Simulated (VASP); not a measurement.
```
CELL_PARAMETERS angstrom
      0.00000     2.51700     2.51700
      2.51700     0.00000     2.51700
      2.51700     2.51700     0.00000
ATOMIC_POSITIONS crystal
  Zr 0.00000 0.00000 0.00000
  O  0.25000 0.25000 0.25000
  O  0.75000 0.75000 0.75000
```

The numbers are results of PBEsol GGA, VASP's PBE PAW potentials (set 64) (plane waves; VASP), not measurements. Settings: 620 eV cut-off, 8×8×8 Γ-centred mesh, Gaussian smearing of 0.050 eV, potentials Zr_sv O.

**Question.** The ions, cell shape and volume at an external pressure of 10.0 GPa are relaxed. What does this cell relax into?

**Answer.** 
```
CELL_PARAMETERS angstrom
      0.00000     2.50239     2.50239
      2.50239     0.00000     2.50239
      2.50239     2.50239     0.00000
ATOMIC_POSITIONS crystal
  Zr 0.00000 0.00000 0.00000
  O  0.25000 0.25000 0.25000
  O  0.75000 0.75000 0.75000
```
Space group Fm-3m (225), at a tolerance of 0.03 Å.

**Question.** How do energy and volume change from the first to the last step?

**Answer.** The energy (σ→0) changes by +8.5 meV/atom and the volume by -1.7 %, in 3 ionic steps.

```
step  E(σ→0) (eV)  max force (eV/Å)  pressure (GPa)  volume (Å³)
----  -----------  ----------------  --------------  -----------
1        -29.9198             0.000            4.99        31.89
2        -29.8062             0.000           19.75        30.38
3        -29.8942             0.000            9.95        31.34
```

The compound is ZrO2 in the fluorite structure, the high-temperature cubic form, which is unstable at 0 K; the monoclinic form is the stable one. This run relaxes it under an external pressure of 10 GPa. Symmetry was kept, so distortions that lower it aren't found.
